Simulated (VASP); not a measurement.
Output of a VASP run:

File OSZICAR:
```
       N       E                     dE             d eps       ncg     rms          rms(c)
DAV:   1     0.966702810844E+02    0.96670E+02   -0.79064E+03   520   0.116E+03
DAV:   2    -0.641391654292E+01   -0.10308E+03   -0.98307E+02   535   0.268E+02
DAV:   3    -0.107786212804E+02   -0.43647E+01   -0.43486E+01   635   0.599E+01
DAV:   4    -0.108152585970E+02   -0.36637E-01   -0.36633E-01   675   0.498E+00
DAV:   5    -0.108154614326E+02   -0.20284E-03   -0.20283E-03   615   0.287E-01    0.132E+01
DAV:   6     0.255179943675E+01    0.13367E+02   -0.28858E+01   520   0.826E+01    0.877E+00
DAV:   7     0.235542147417E+01   -0.19638E+00   -0.76148E-01   545   0.117E+01    0.470E+00
DAV:   8     0.247953891801E+01    0.12412E+00   -0.10646E+00   520   0.136E+01    0.169E+00
DAV:   9     0.239653137335E+01   -0.83008E-01   -0.79221E-01   520   0.881E+00    0.864E-01
DAV:  10     0.247769720475E+01    0.81166E-01   -0.10966E-01   520   0.355E+00    0.236E-01
DAV:  11     0.247919353206E+01    0.14963E-02   -0.12577E-01   520   0.355E+00    0.141E-01
DAV:  12     0.247868359598E+01   -0.50994E-03   -0.64815E-04   615   0.215E-01    0.147E-01
DAV:  13     0.247885145401E+01    0.16786E-03   -0.21804E-05   570   0.566E-02    0.146E-01
DAV:  14     0.247833155206E+01   -0.51990E-03   -0.11556E-03   560   0.380E-01    0.420E-01
DAV:  15     0.247816779164E+01   -0.16376E-03   -0.19237E-03   520   0.576E-01    0.953E-01
DAV:  16     0.247769179502E+01   -0.47600E-03   -0.77751E-04   535   0.343E-01    0.937E-01
DAV:  17     0.247772071400E+01    0.28919E-04   -0.28647E-04   530   0.218E-01    0.476E-01
DAV:  18     0.247772451529E+01    0.38013E-05   -0.35522E-04   525   0.231E-01    0.163E-01
DAV:  19     0.247769046377E+01   -0.34052E-04   -0.32233E-05   550   0.732E-02    0.179E-01
DAV:  20     0.247771153597E+01    0.21072E-04   -0.13961E-05   570   0.525E-02    0.856E-02
DAV:  21     0.247768152231E+01   -0.30014E-04   -0.15576E-05   520   0.532E-02    0.313E-02
DAV:  22     0.247767816217E+01   -0.33601E-05   -0.90160E-06   520   0.384E-02    0.656E-02
DAV:  23     0.247767654349E+01   -0.16187E-05   -0.22026E-06   520   0.210E-02    0.505E-02
DAV:  24     0.247767523837E+01   -0.13051E-05   -0.12882E-06   520   0.146E-02    0.219E-02
DAV:  25     0.247767419843E+01   -0.10399E-05   -0.10363E-06   520   0.120E-02    0.428E-03
DAV:  26     0.247767397846E+01   -0.21997E-06   -0.24993E-07   530   0.621E-03    0.466E-03
DAV:  27     0.247767389316E+01   -0.85300E-07   -0.21797E-08   265   0.190E-03
   1 F= 0.24776739E+01 E0= 0.24776739E+01  d E =-.518895E-13
```

### OUTCAR
```
------------------------ aborting loop because EDIFF is reached ----------------------------------------
  FORCE on cell =-STRESS in cart. coord.  units (eV):
  Direction    XX          YY          ZZ          XY          YZ          ZX
  --------------------------------------------------------------------------------------
  Total       -0.4869940     -0.4869940     -0.4869940      0.0000000      0.0000000      0.0000000
  in kB      -10.9496803    -10.9496803    -10.9496803      0.0000000      0.0000000      0.0000000
  external PRESSURE =     -10.9496803 kB  Pullay stress =       0.0000000 kB
  volume of cell :       71.26
      direct lattice vectors                 reciprocal lattice vectors
     0.000000000  3.290543125  3.290543125    -0.151950599  0.151950599  0.151950599
     3.290543125  0.000000000  3.290543125     0.151950599 -0.151950599  0.151950599
     3.290543125  3.290543125  0.000000000     0.151950599  0.151950599 -0.151950599
  FREE ENERGIE OF THE ION-ELECTRON SYSTEM (eV)
  ---------------------------------------------------
  free  energy   TOTEN  =         2.4776738932 eV

  energy  without entropy=        2.4776738932  energy(sigma->0) =        2.47767389
```
(Selected blocks of OUTCAR.)

### POSCAR
```
CdTe
1
    0.0000000000     3.2905431254     3.2905431254
    3.2905431254     0.0000000000     3.2905431254
    3.2905431254     3.2905431254     0.0000000000
Cd Te
1 1
Direct
  0.0000000000   0.0000000000   0.0000000000
  0.2500000000   0.2500000000   0.2500000000
```

Q: Write an INCAR and KPOINTS that could have produced this output.

A: This is not unique; one that fits is the input of the run itself, MS2 meta-GGA, plane waves, VASP's PBE PAW potentials (set 64).

KPOINTS:
```
K-points
0
G
 7 7 7
```

**INCAR**
```
# general
SYSTEM  = CdTe
PREC    = Accurate
ENCUT   = 520
LREAL   = .False.   # projection in real space or not
LASPH   = .True.   # aspherical one-centre terms

# electronic loop
EDIFF   = 1E-7   # SCF stop (eV)
NELM    = 100   # most electronic steps
ALGO    = Normal   # blocked Davidson
LMAXMIX = 4   # l cut-off of mixed one-centre charges
LMIXTAU = .True.

# smearing
ISMEAR  = 0   # Gaussian
SIGMA   = 0.05   # width (eV)

# functional
METAGGA = MS2

# ions
ISIF    = 2   # forces and stress, cell fixed

# output
LWAVE   = .False.
LCHARG  = .False.
```

POTCAR, in this order: Cd Te (PBE.64 set). Program: vasp_std.

The compound is CdTe in the zinc blende structure. This cell is one point of a volume scan, at 1.03 of the reference volume.
